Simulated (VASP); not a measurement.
Band gaps of Mg2TeS (space group R3m) from VASP (PAW), without and with spin-orbit coupling. Semilocal levels are at their own relaxed cell, hybrids and mBJ at PBE's; 0.00 means no gap at that level.  Unless said otherwise, spin-orbit coupling is left out, though it shifts the bands of the heavy elements here.

The cell of the PBEsol run:

```yaml
crystal:
  lattice:
    - [2.12907, 1.22922, 7.01807]
    - [-2.12907, 1.22922, 7.01807]
    - [0.00000, -2.45843, 7.01807]
  atoms:
    - { symbol: Mg, position: [0.99045, 0.99045, 0.99045] }
    - { symbol: Mg, position: [0.51047, 0.51047, 0.51047] }
    - { symbol: Te, position: [0.12251, 0.12251, 0.12251] }
    - { symbol: S, position: [0.62654, 0.62654, 0.62654] }
```

```
level   gap without SOC (eV)  gap with SOC (eV)  shift (eV)
------  --------------------  -----------------  ----------
PBEsol                  1.39                  ?           ?
```

Task: Complete the blanks.

Result: 
- PBEsol, gap with SOC (eV): 1.12
- PBEsol, shift (eV): -0.27

Only levels that ran to the end are used. Left out are those held back, those with too coarse a band path, GW runs whose mesh misses a band edge, hybrids' fits of cells that aren't cubic and levels without matching references; a question may draw on a part of the rest.

The structure comes from a computed database's Mg2TeS entry (R3m); how it stands against other phases isn't given here. It was relaxed first. Symmetry was kept, so distortions that lower it aren't found.
